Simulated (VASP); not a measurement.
Computed with PBE GGA, VASP's PBE PAW potentials (set 64) (plane waves; VASP).

The input files of a VASP run:

File POSCAR:
```
SnO2
1.0
  4.7764116363   0.0000000000   0.0000000000
  0.0000000000   4.7764116363   0.0000000000
  0.0000000000   0.0000000000   3.2221824513
Sn O
2 4
Direct
  0.0000000000   1.0000000000   1.0000000000
  0.5000000000   0.5000000000   0.5000000000
  0.3059077527   0.3059077527   0.0000000000
  0.8059077527   0.1940922473   0.5000000000
  0.1940922473   0.8059077527   0.5000000000
  0.6940922473   0.6940922473   0.0000000000
```

File KPOINTS:
```
K-points
0
Gamma
 5 5 7
0 0 0
```

INCAR:
```
! general
SYSTEM  = SnO2
PREC    = Accurate
ENCUT   = 620   ! plane-wave cut-off (eV)
LREAL   = .FALSE.   ! projection in real space or not
LASPH   = .TRUE.   ! aspherical one-centre terms

! electronic loop
EDIFF   = 1E-6
NELM    = 100   ! most electronic steps
ALGO    = Normal
LMAXMIX = 4

! smearing
ISMEAR  = 0   ! Gaussian
SIGMA   = 0.05

! functional
GGA     = PE

! ions
IBRION  = 2
NSW     = 40
ISIF    = 3   ! ions, shape and volume
EDIFFG  = -0.02   ! ionic stop
PSTRESS = 50

! output
LWAVE   = .FALSE.
LCHARG  = .FALSE.
```

POTCAR, in this order: Sn_d O (PBE.64 set). Program: vasp_std.

Output of the run:

### OUTCAR
```
 ion  position               nearest neighbor table
   1  0.000  0.000  0.000-   3 2.07   6 2.07   5 2.08   4 2.08   4 2.08   5 2.08   2 3.74   2 3.74
                             2 3.74   2 3.74   2 3.74   2 3.74   2 3.74   2 3.74
   2  0.500  0.500  0.500-   4 2.07   5 2.07   3 2.08   6 2.08   3 2.08   6 2.08   1 3.74   1 3.74
                             1 3.74   1 3.74   1 3.74   1 3.74   1 3.74   1 3.74
   3  0.306  0.306  0.000-   1 2.07   2 2.08   2 2.08
   4  0.806  0.194  0.500-   2 2.07   1 2.08   1 2.08
   5  0.194  0.806  0.500-   2 2.07   1 2.08   1 2.08
   6  0.694  0.694  0.000-   1 2.07   2 2.08   2 2.08
  LATTYP: Found a simple tetragonal cell.
 ALAT       =     4.7764116363
 C/A-ratio  =     0.6746031742
 Subroutine PRICEL returns:
 Original cell was already a primitive cell.
 Subroutine GETGRP returns: Found 16 space group operations
The static configuration has the point symmetry D_2h.
 The point group associated with its full space group is D_4h.
The dynamic configuration has the point symmetry D_2h.
 Subroutine INISYM returns: Found 16 space group operations
 Subroutine IBZKPT returns following result:
 Found     24 irreducible k-points:

 Following reciprocal coordinates:
            Coordinates               Weight
  0.000000  0.000000  0.000000      1.000000
...
```

### OSZICAR
```
       N       E                     dE             d eps       ncg     rms          rms(c)
DAV:   1     0.705336595660E+03    0.70534E+03   -0.29092E+04  1597   0.289E+03
DAV:   2     0.679763533539E+02   -0.63736E+03   -0.61682E+03  1659   0.743E+02
DAV:   3    -0.375462800312E+02   -0.10552E+03   -0.10393E+03  1656   0.240E+02
DAV:   4    -0.432913205805E+02   -0.57450E+01   -0.57073E+01  1783   0.609E+01
DAV:   5    -0.434662742320E+02   -0.17495E+00   -0.17487E+00  1855   0.110E+01    0.158E+01
DAV:   6    -0.372049239337E+02    0.62614E+01   -0.25063E+01  2380   0.722E+01    0.579E+00
DAV:   7    -0.373157996308E+02   -0.11088E+00   -0.20756E+00  1642   0.862E+00    0.328E+00
DAV:   8    -0.372991108821E+02    0.16689E-01   -0.29221E-01  2182   0.540E+00    0.762E-01
DAV:   9    -0.372850332288E+02    0.14078E-01   -0.85995E-02  2318   0.403E+00    0.154E-01
DAV:  10    -0.372856924525E+02   -0.65922E-03   -0.55582E-03  2154   0.693E-01    0.434E-02
DAV:  11    -0.372857908935E+02   -0.98441E-04   -0.28082E-04  2296   0.172E-01    0.178E-02
DAV:  12    -0.372857950316E+02   -0.41381E-05   -0.22628E-05  2124   0.494E-02    0.127E-02
DAV:  13    -0.372857914134E+02    0.36182E-05   -0.15321E-05  1901   0.506E-02    0.234E-03
DAV:  14    -0.372857914269E+02   -0.13519E-07   -0.14415E-06  1253   0.129E-02
   1 F= -.34991688E+02 E0= -.34991688E+02  d E =-.349917E+02
       N       E                     dE             d eps       ncg     rms          rms(c)
DAV:   1    -0.372906015143E+02   -0.48101E-02   -0.42335E-02  1892   0.271E+00    0.235E-01
DAV:   2    -0.372897461303E+02    0.85538E-03   -0.30079E-03  2159   0.608E-01    0.104E-01
DAV:   3    -0.372894858195E+02    0.26031E-03   -0.49267E-04  2126   0.428E-01    0.310E-02
DAV:   4    -0.372894593165E+02    0.26503E-04   -0.94032E-05  2274   0.147E-01    0.749E-03
DAV:   5    -0.372894573556E+02    0.19609E-05   -0.22003E-05  2090   0.495E-02    0.390E-03
DAV:   6    -0.372894563360E+02    0.10197E-05   -0.10534E-06  1059   0.972E-03    0.155E-03
DAV:   7    -0.372894562856E+02    0.50319E-07   -0.30162E-07   996   0.727E-03
   2 F= -.34991755E+02 E0= -.34991755E+02  d E =-.674175E-04
```

OUTCAR:
```
------------------------ aborting loop because EDIFF is reached ----------------------------------------
  FORCE on cell =-STRESS in cart. coord.  units (eV):
  Direction    XX          YY          ZZ          XY          YZ          ZX
  --------------------------------------------------------------------------------------
  Total        2.1886615      2.1886615      2.1948201      0.0000000      0.0000000      0.0000000
  in kB       47.6272016     47.6272016     47.7612186      0.0000000      0.0000000      0.0000000
  external PRESSURE =      -2.3281261 kB  Pullay stress =      50.0000000 kB
  volume of cell :       73.63
      direct lattice vectors                 reciprocal lattice vectors
     4.776602577 -0.000000000  0.000000000     0.209353821  0.000000000  0.000000000
    -0.000000000  4.776602577  0.000000000     0.000000000  0.209353821  0.000000000
     0.000000000  0.000000000  3.226977229     0.000000000  0.000000000  0.309887529
 POSITION                                       TOTAL-FORCE (eV/Angst)
 -----------------------------------------------------------------------------------
      0.00000      0.00000      3.22698         0.000000     -0.000000      0.000000
      2.38830      2.38830      1.61349         0.000000     -0.000000      0.000000
      1.46149      1.46149      3.22698         0.006722      0.006722      0.000000
      3.84979      0.92682      1.61349         0.006722     -0.006722     -0.000000
      0.92682      3.84979      1.61349        -0.006722      0.006722      0.000000
      3.31512      3.31512      0.00000        -0.006722     -0.006722     -0.000000
 -----------------------------------------------------------------------------------
    total drift:                               -0.000000      0.000000      0.000000
  FREE ENERGIE OF THE ION-ELECTRON SYSTEM (eV)
  ---------------------------------------------------
  free  energy   TOTEN  =       -37.2894562856 eV

  energy  without entropy=      -37.2894562856  energy(sigma->0) =      -37.28945629
  enthalpy is  TOTEN    =       -34.9917551441 eV   P V=        2.2977011415

 reached required accuracy - stopping structural energy minimisation
```
(Selected blocks of OUTCAR.)

File CONTCAR:
```
SnO2
   1.00000000000000
     4.7766025768948150   -0.0000000000000000    0.0000000000000000
    -0.0000000000000000    4.7766025768948150    0.0000000000000000
     0.0000000000000000    0.0000000000000000    3.2269772292352137
  Sn              O
     2     4
Direct
     0.0000000000000000    0.0000000000000000    1.0000000000000000
     0.5000000000000000    0.5000000000000000    0.5000000000000000
     0.3059677044624675    0.3059677044624675    1.0000000000000000
     0.8059677044624675    0.1940322955375326    0.5000000000000000
     0.1940322955375326    0.8059677044624675    0.5000000000000000
     0.6940322955375325    0.6940322955375325    0.0000000000000000
```

The compound is SnO2 in the rutile structure. This run relaxes it under an external pressure of 5 GPa. Symmetry was kept, so distortions that lower it aren't found.
